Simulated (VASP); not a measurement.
# Al15NiN16 (a cell with a defect) in VASP: a series of runs, part 3 of 4

VASP 6.6.1. The steps go on from the part before.

## 5. Single point, PBEsol+U, collinear spin, ferromagnetic start

INCAR reads:

```
PREC     = Accurate       # precision mode
ENCUT    = 450            # plane-wave cutoff, eV
EDIFF    = 1E-5           # SCF threshold, eV
ISMEAR   = 0              # smearing method
SIGMA    = 0.03           # smearing width, eV
LREAL    = Auto         
LASPH    = True           # aspherical terms in the spheres
NELM     = 120            # most SCF steps
ALGO     = Normal         # electronic algorithm
ISIF     = 2              # what is computed and relaxed
LWAVE    = False          # write WAVECAR
LCHARG   = False          # write CHGCAR
ISPIN    = 2              # spin polarisation
MAGMOM   = 3 0 0 0 0 0 0 0 0 0 0 0 0 0 0 0 0 0 0 0 0 0 0 0 0 0 0 0 0 0 0 0 # initial moments
LORBIT   = 11             # projections on sites
NUPDOWN  = 3              # fixed moment
LMAXMIX  = 4              # l up to which the mixer works
LDAU     = True           # DFT+U
LDAUTYPE = 2            
LDAUL    = 2 -1 -1        # shell
LDAUU    = 5 0 0          # U, eV
LDAUJ    = 0 0 0        
LDAUPRINT= 1            
GGA      = PS             # functional
KPAR     = 4
```

KPOINTS reads:

```
Automatic mesh
0
Gamma
  3 3 2
```

POSCAR reads:

```
Al15NiN16
1.0
    6.2200008610      0.0000000000      0.0000000000
   -3.1100004305      5.3866787572      0.0000000000
    0.0000000000      0.0000000000      9.9600000000
Ni Al N
1 15 16
Direct
    0.3333333333      0.1666666667      0.0000000000
    0.3333333333      0.1666666667      0.5000000000
    0.3333333333      0.6666666667      0.0000000000
    0.3333333333      0.6666666667      0.5000000000
    0.8333333333      0.1666666667      0.0000000000
    0.8333333333      0.1666666667      0.5000000000
    0.8333333333      0.6666666667      0.0000000000
    0.8333333333      0.6666666667      0.5000000000
    0.1666666667      0.3333333333      0.2500000000
    0.1666666667      0.3333333333      0.7500000000
    0.1666666667      0.8333333333      0.2500000000
    0.1666666667      0.8333333333      0.7500000000
    0.6666666667      0.3333333333      0.2500000000
    0.6666666667      0.3333333333      0.7500000000
    0.6666666667      0.8333333333      0.2500000000
    0.6666666667      0.8333333333      0.7500000000
    0.3333333333      0.1666666667      0.1910000000
    0.3333333333      0.1666666667      0.6910000000
    0.3333333333      0.6666666667      0.1910000000
    0.3333333333      0.6666666667      0.6910000000
    0.8333333333      0.1666666667      0.1910000000
    0.8333333333      0.1666666667      0.6910000000
    0.8333333333      0.6666666667      0.1910000000
    0.8333333333      0.6666666667      0.6910000000
    0.1666666667      0.3333333333      0.4410000000
    0.1666666667      0.3333333333      0.9410000000
    0.1666666667      0.8333333333      0.4410000000
    0.1666666667      0.8333333333      0.9410000000
    0.6666666667      0.3333333333      0.4410000000
    0.6666666667      0.3333333333      0.9410000000
    0.6666666667      0.8333333333      0.4410000000
    0.6666666667      0.8333333333      0.9410000000
```

Potentials or basis: VASP PAW PBE potentials, release 64 (Ni, Al, N).

The run is started by

```
$ cat potpaw_PBE.64/Ni/POTCAR potpaw_PBE.64/Al/POTCAR potpaw_PBE.64/N/POTCAR > POTCAR
$ mpirun -np 8 vasp_std > vasp.out
```

OUTCAR:

```text
PREC = Accurate
   ENCUT = 450
   EDIFF = 1E-5
   ISMEAR = 0
   LREAL = Auto
   LASPH = True
   NELM = 120
   ISIF = 2
   ISPIN = 2
   LORBIT = 11
   NUPDOWN = 3
   GGA = PS

 ion  position               nearest neighbor table
   1  0.333  0.167  0.000-  26 1.89  30 1.89  28 1.89  17 1.90   9 3.07  10 3.07  13 3.07  14 3.07
                            11 3.07  12 3.07   5 3.11   5 3.11   7 3.11   3 3.11   3 3.11   7 3.11
   2  0.333  0.167  0.500-  25 1.89  29 1.89  27 1.89  18 1.90   9 3.07  10 3.07  13 3.07  14 3.07
                            11 3.07  12 3.07   6 3.11   6 3.11   8 3.11   4 3.11   4 3.11   8 3.11
   3  0.333  0.667  0.000-  28 1.89  32 1.89  26 1.89  19 1.90  11 3.07  12 3.07  15 3.07  16 3.07
                             9 3.07  10 3.07   7 3.11   7 3.11   1 3.11   1 3.11   5 3.11   5 3.11
   4  0.333  0.667  0.500-  27 1.89  31 1.89  25 1.89  20 1.90  11 3.07  12 3.07  15 3.07  16 3.07
                             9 3.07  10 3.07   8 3.11   8 3.11   2 3.11   2 3.11   6 3.11   6 3.11
   5  0.833  0.167  0.000-  30 1.89  26 1.89  32 1.89  21 1.90  13 3.07  14 3.07   9 3.07  10 3.07
                            15 3.07  16 3.07   1 3.11   1 3.11   7 3.11   7 3.11   3 3.11   3 3.11
   6  0.833  0.167  0.500-  29 1.89  25 1.89  31 1.89  22 1.90  13 3.07  14 3.07   9 3.07  10 3.07
                            15 3.07  16 3.07   2 3.11   2 3.11   8 3.11   8 3.11   4 3.11   4 3.11
   7  0.833  0.667  0.000-  32 1.89  28 1.89  30 1.89  23 1.90  15 3.07  16 3.07  11 3.07  12 3.07
                            13 3.07  14 3.07   3 3.11   3 3.11   5 3.11   5 3.11   1 3.11   1 3.11
   8  0.833  0.667  0.500-  31 1.89  27 1.89  29 1.89  24 1.90  15 3.07  16 3.07  11 3.07  12 3.07
                            13 3.07  14 3.07   4 3.11   4 3.11   6 3.11   6 3.11   2 3.11   2 3.11
   9  0.167  0.333  0.250-  17 1.89  21 1.89  19 1.89  25 1.90   1 3.07   2 3.07   5 3.07   6 3.07
[... 17 lines left out ...]
  19  0.333  0.667  0.191-  11 1.89  15 1.89   9 1.89   3 1.90
  20  0.333  0.667  0.691-  12 1.89  16 1.89  10 1.89   4 1.90
  21  0.833  0.167  0.191-  13 1.89   9 1.89  15 1.89   5 1.90
  22  0.833  0.167  0.691-  14 1.89  10 1.89  16 1.89   6 1.90
[... 8 lines left out ...]
  31  0.667  0.833  0.441-   8 1.89   4 1.89   6 1.89  15 1.90
  32  0.667  0.833  0.941-   7 1.89   3 1.89   5 1.89  16 1.90

  LATTYP: Found a hexagonal cell.
 ALAT       =     6.2200008610
 C/A-ratio  =     1.6012859520

[... 787 lines left out ...]
      5      -7.1359      1.00000
      6      -7.0878      1.00000
[... 481 lines left out ...]
     78      13.1792      0.00000
     79      13.1837      0.00000
 [bands above 79 left out]

------------------------ aborting loop because EDIFF is reached ----------------------------------------

  FORCE on cell =-STRESS in cart. coord.  units (eV):
  Direction    XX          YY          ZZ          XY          YZ          ZX
  --------------------------------------------------------------------------------------
  -------------------------------------------------------------------------------------
  Total        0.0791898      0.0791898     -0.6274050      0.0000000      0.0000000      0.0000000
  in kB        0.3801970      0.3801970     -3.0122269      0.0000000      0.0000000      0.0000000
  external PRESSURE =      -0.7506110 kB  Pullay stress =       0.0000000 kB

 VOLUME and BASIS-vectors are now :
 -----------------------------------------------------------------------------
  energy-cutoff  :      450.00
  volume of cell :      333.71
      direct lattice vectors                 reciprocal lattice vectors
     6.220000861  0.000000000  0.000000000     0.160771682  0.092821574  0.000000000
    -3.110000430  5.386678757  0.000000000     0.000000000  0.185643148  0.000000000
     0.000000000  0.000000000  9.960000000     0.000000000  0.000000000  0.100401606

 POSITION                                       TOTAL-FORCE (eV/Angst)
 -----------------------------------------------------------------------------------
      1.55500      0.89778      0.00000         0.000000     -0.000000      0.086541
      1.55500      0.89778      4.98000         0.000000     -0.000000      0.060424
     -0.00000      3.59112      0.00000         0.221232      0.127728      0.192183
     -0.00000      3.59112      4.98000         0.013730      0.007927     -0.028854
      4.66500      0.89778      0.00000         0.000000     -0.255457      0.192183
      4.66500      0.89778      4.98000         0.000000     -0.015854     -0.028854
[... 24 lines left out ...]
      1.55500      4.48890      4.39236         0.000000     -0.000000      0.055070
      1.55500      4.48890      9.37236         0.000000     -0.000000     -0.061316
 -----------------------------------------------------------------------------------
    total drift:                               -0.000004      0.000004      0.029834

  FREE ENERGIE OF THE ION-ELECTRON SYSTEM (eV)
  ---------------------------------------------------
  free  energy   TOTEN  =      -245.0626239699 eV

  energy  without entropy=     -245.0626239699  energy(sigma->0) =     -245.06262397

 total charge

# of ion       s       p       d       tot
------------------------------------------
    1        0.524   0.680   8.259   9.463
    2        0.369   0.444   0.000   0.813
    3        0.370   0.443   0.000   0.813
    4        0.369   0.443   0.000   0.812
    5        0.370   0.443   0.000   0.813
    6        0.369   0.443   0.000   0.812
[... 24 lines left out ...]
   31        1.223   2.614   0.000   3.837
   32        1.223   2.615   0.000   3.837
--------------------------------------------------
tot         25.666  48.946   8.259  82.871

 magnetization (x)

# of ion       s       p       d       tot
------------------------------------------
    1        0.003   0.110   1.760   1.873
    2        0.000   0.000   0.000   0.000
    3        0.002   0.003   0.000   0.005
    4        0.000   0.001   0.000   0.001
    5        0.002   0.003   0.000   0.005
    6        0.000   0.001   0.000   0.001
[... 24 lines left out ...]
   31        0.000   0.003   0.000   0.003
   32       -0.000  -0.001   0.000  -0.001
--------------------------------------------------
tot          0.058   0.790   1.760   2.607
```

OSZICAR:

```text
N       E                     dE             d eps       ncg     rms          rms(c)
DAV:   1     0.727707762880E+03    0.72771E+03   -0.56592E+04  2064   0.130E+03
DAV:   2    -0.189384970605E+03   -0.91709E+03   -0.87821E+03  2482   0.299E+02
DAV:   3    -0.281683531260E+03   -0.92299E+02   -0.91016E+02  2404   0.106E+02
DAV:   4    -0.284557591714E+03   -0.28741E+01   -0.28359E+01  2536   0.213E+01
[... 10 lines left out ...]
DAV:  15    -0.245062582359E+03    0.10186E-03   -0.21521E-03  3016   0.414E-01    0.137E-01
DAV:  16    -0.245062625907E+03   -0.43547E-04   -0.44237E-04  3032   0.151E-01    0.720E-02
DAV:  17    -0.245062607117E+03    0.18790E-04   -0.13512E-04  2848   0.144E-01    0.297E-02
DAV:  18    -0.245062618248E+03   -0.11131E-04   -0.65187E-05  2376   0.365E-02    0.187E-02
DAV:  19    -0.245062623970E+03   -0.57218E-05   -0.46591E-06  1392   0.202E-02
   1 F= -.24506262E+03 E0= -.24506262E+03  d E =-.407414E-11  mag=     3.0000
```

stdout:

```text
POSCAR found type information on POSCAR NiAlN
 POSCAR found :  3 types and      32 ions
 scaLAPACK will be used
 -----------------------------------------------------------------------------
|                                                                             |
|           W    W    AA    RRRRR   N    N  II  N    N   GGGG   !!!           |
[... 21 lines left out ...]
|                                                                             |
 -----------------------------------------------------------------------------

 LDA part: xc-table for (Slater+PW92), standard interpolation
 POSCAR, INCAR and KPOINTS ok, starting setup
 FFT: planning ... GRIDC
 FFT: planning ... GRID_SOFT
 FFT: planning ... GRID
 WAVECAR not read
 entering main loop
```

Wall time 92 s (8 MPI ranks of AMD EPYC 9R45 (Zen 5), shared host); peak memory 0.42 GiB.

Results:

| Quantity | Value |
| --- | --- |
| Free energy | -245.0626 eV |
| Largest force | 0.464 eV/Å |
| Net moment | 3.00 μB per cell |
| Site moments | Ni +1.87; Al +0.00, +0.01; N +0.16, +0.00, -0.00, +0.01, +0.17 μB |
| Valence electrons inside the program's atomic spheres | Ni 9.46; Al 0.81; N 3.79, 3.84 |

Forces on the atoms (eV/Å):
```
Ni   0.000  0.000  0.087
Al   0.000  0.000  0.060
Al   0.221  0.128  0.192
Al   0.014  0.008 -0.029
Al   0.000 -0.255  0.192
Al   0.000 -0.016 -0.029
Al  -0.221  0.128  0.192
Al  -0.014  0.008 -0.029
Al  -0.084  0.049 -0.169
Al   0.163 -0.094  0.011
Al   0.000 -0.097 -0.169
Al   0.000  0.188  0.011
Al   0.084  0.049 -0.169
Al  -0.163 -0.094  0.011
Al   0.000  0.000 -0.071
Al   0.000  0.000  0.096
N    0.000  0.000  0.410
N    0.000  0.000 -0.132
N   -0.012 -0.007  0.042
N   -0.014 -0.008 -0.006
N    0.000  0.014  0.042
N    0.000  0.016 -0.006
N    0.012 -0.007  0.042
N    0.014 -0.008 -0.006
N    0.018 -0.010  0.003
N   -0.365  0.211 -0.193
N    0.000  0.021  0.003
N    0.000 -0.422 -0.193
N   -0.018 -0.010  0.003
N    0.365  0.211 -0.193
N    0.000  0.000  0.055
N    0.000  0.000 -0.061
```

Eigenvalues of the final occupation matrices:
```
    site  spin  trace               eigenvalues
site 1 d     1   5.03  0.99 0.99 1.02 1.02 1.02
site 1 d     2   3.27  0.42 0.42 0.45 0.98 0.98
```

Caveat: the k mesh is coarse (spacing up to 0.39 Å⁻¹), so the values aren't converged; the cutoff is under 1.25 times the usual one of these potentials, so pressure, stress and relaxed cells hold a basis-set (Pulay) error; the PAW data sets were made with another functional, which shifts forces and pressure a little; the total moment is fixed, so each spin has its own Fermi level. The state reached can hang on the start; a lower one may exist.

(Part 3 of 4 ends here.)
